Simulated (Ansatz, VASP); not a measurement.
## Hf2Pd2Se2Br2O3: VASP beside Ansatz

```xyz
11
Lattice="5.7607 0.0050 -0.0029 -0.5275 5.8466 0.0341 -1.4844 -0.9264 6.6459" Properties=species:S:1:pos:R:3 pbc="T T T"
Hf    3.5658    1.9949    2.3367
Hf    0.5362    2.1009    3.9624
Pd    3.9042   -0.0043    5.6409
Pd    0.4456    4.9498    2.4142
Se    2.0523    1.4944    6.2402
Se    2.4066    4.0824    3.5487
Br    4.1617    5.6554    1.0519
Br   -0.4152    4.0015    5.7576
O     4.5038    1.1491    3.9299
O     1.7546    1.0574    2.7229
O    -0.4225    3.0696    2.4575
```

The cell was built by a generator and needn't be a form met in nature.

Alike in both runs: functional PBE; k mesh 5 × 5 × 4; occupations fermi-dirac, width 0.05 eV; no spin polarisation.

|  | VASP | Ansatz |
| --- | --- | --- |
| version | VASP 6.6.1 | Ansatz 0.2.0 |
| potentials or method | VASP PAW PBE potentials, release 64 (Hf_pv, Pd, Se, Br, O) | Ansatz PAW |
| plane-wave cutoff (eV) | 520 | 420 |
| valence electrons in the cell | 84 | 152 |
| task | optical spectrum | single point |

Ansatz gave:

| Quantity | Value |
| --- | --- |
| gap on the k mesh at the Fermi level (eV) | 0.22 |
| least direct gap on the mesh (eV) | 0.47 |
| pressure (GPa) | 0.0 |
| largest component of the traceless stress (GPa) | 0.01 |
| rms of the force components (eV/Å) | 0.003 |

**Question.** Estimate VASP's values.

**Answer.** gap on the k mesh at the Fermi level (eV): 0.20; least direct gap on the mesh (eV): 0.46; pressure (GPa): -0.6; largest component of the traceless stress (GPa): 0.18; rms of the force components (eV/Å): 0.065.

Atom by atom the forces differ by 0.063 eV/Å (rms over components). The two sets of potentials don't hold the same shells in valence.

Caveats: spin-orbit coupling is left out, which moves the levels of the heavy elements; spectra need much finer meshes, so this one isn't converged (VASP); independent-particle spectra lack excitons (VASP); an odd mesh through Γ misses points on the zone boundary, where band edges often lie (VASP); odd divisions of the mesh miss points on the zone boundary, where band edges often lie, so the gap on the mesh can be too wide (Ansatz). As with any semilocal functional, this PBE gap is likely too small.
